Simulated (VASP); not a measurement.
Consider the following.

```xyz
8
Lattice="5.6770 0.0000 0.0000 -2.8385 4.9164 0.0000 0.0000 0.0000 4.6031" Properties=species:S:1:pos:R:3 pbc="T T T"
Al     0.0000     3.2776     1.1508
Al     2.8385     1.6388     3.4523
Ti     2.8385     3.2478     1.1508
Ti    -1.3934     4.0821     3.4523
Ti     1.4451     0.8343     1.1508
Ti     0.0000     1.6687     3.4523
Ti     4.2319     0.8343     1.1508
Ti     1.3934     4.0821     3.4523
```

Calculation: PBEsol GGA, VASP's PBE PAW potentials (set 64) (plane waves; VASP). Run with 400 eV cut-off, 7×7×8 Γ-centred mesh, tetrahedra with Blöchl corrections, potentials Al Ti_sv.

Task: Predict the energy per atom (σ→0), band gap (on the k-mesh) with the smallest direct gap where there is one.

Result: 
```
Property                                                    Result
------------------------  ----------------------------------------
band gap (on the k-mesh)  none (metal, semimetal or under 0.01 eV)
energy per atom (σ→0)                               -7.557 eV/atom
```

The structure comes from a measured Ti3Al entry (P6_3/mmc) of the Crystallography Open Database, whose conditions weren't checked. It was relaxed first.
